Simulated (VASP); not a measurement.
NaF (rock salt), at 1.04 of the tabulated volume:

```
CELL_PARAMETERS angstrom
      0.00000     2.34546     2.34546
      2.34546     0.00000     2.34546
      2.34546     2.34546     0.00000
ATOMIC_POSITIONS crystal
  Na 0.00000 0.00000 0.00000
  F  0.50000 0.50000 0.50000
```

The lowest empty band near Γ, direction [111], from mBJ (TB09) with spin-orbit coupling in VASP (PAW); its two spin partners are averaged. The gap over the points computed is 10.85 eV, and the next band on that side lies 11.91 eV away at the edge.

Run with 520 eV cut-off, 11×11×11 Γ-centred mesh, Gaussian smearing of 0.050 eV, potentials Na_pv F.

```
distance from the edge in k (1/Å)  distance in energy (meV)
---------------------------------  ------------------------
0.025                                                   3.6
0.035                                                   6.9
0.050                                                  14.1
0.070                                                  27.3
```

### Question
Fit E(1 + αE) = ħ²k²/2m* (ħ²/2m0 = 3.810 eV Å²) and predict the row at 0.095 1/Å.

### Answer
The rows don't resolve α, so a parabola serves: the electron mass is m* = 0.682 m0, and so 50.4 meV. The run gave 49.9 meV, -0.5 meV from the fit.

Left out are points under 3 meV from the edge, since the levels carry 0.1 meV, and points farther than half the way to the next band.

The compound is NaF in the rock salt structure. The cell was not relaxed at this level.
